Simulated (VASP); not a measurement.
A VASP calculation is set up with these files.

### KPOINTS
```
Automatic mesh
0
gamma
9 9 5
```

### POSCAR
```
Ru
2.710
  0.5000000000  -0.8660254613   0.0000000000
  0.5000000000   0.8660254613   0.0000000000
  0.0000000000   0.0000000000   1.5793357934
Ru
2
Cartesian
  0.5000000000   0.2886757311   0.3948339483
  0.5000000000  -0.2886757311   1.1845018450
```

**INCAR**
```
SYSTEM = Ru
PREC = Accurate
ENCUT = 300
EDIFF = 1E-6
NELM = 100
ALGO = Normal
LREAL = .FALSE.
LASPH = .TRUE.
ISMEAR = -1
SIGMA = 0.136
GGA = PS
LMAXMIX = 4
LWAVE = .FALSE.
LCHARG = .FALSE.
ISIF = 2
```

POTCAR, in this order: Ru_pv (PBE.64 set). Program: vasp_std.

### Question
Write an equivalent input for Ansatz.

### Answer
One equivalent input (not run):
Ansatz 0.2 input:
```yaml
crystal:
  lattice:
    - [1.3550000, -2.3469290, 0.0000000]
    - [1.3550000, 2.3469290, 0.0000000]
    - [0.0000000, 0.0000000, 4.2800000]
  atoms:
    - { symbol: Ru, position: [0.3333330, 0.6666670, 0.2500000] }
    - { symbol: Ru, position: [0.6666670, 0.3333330, 0.7500000] }
kpoints:
  mp_grid: { grid: [9, 9, 5] }
hamiltonian:
  xc: pbesol
  pseudopotentials: { kind: paw }
scf:
  occupations: { method: fermi_dirac, width: 0.136 }
  max_iter: 100
output: { forces: true, stress: true, eigenvalues: true }
```
Limits of the translation: each code has its own PAW files, so the cut-off isn't converted (ENCUT is set for VASP's; basis.ecutwfc is left out, and Ansatz then takes the one that its files recommend); Ansatz stops its SCF on the density residual and VASP on the energy change (EDIFF).

The structure is a typed Ru crystal (P6_3/mmc). The cell was not relaxed at this level. The run is one of a series of settings (GGA = PS against the base run), some of them coarse on purpose.
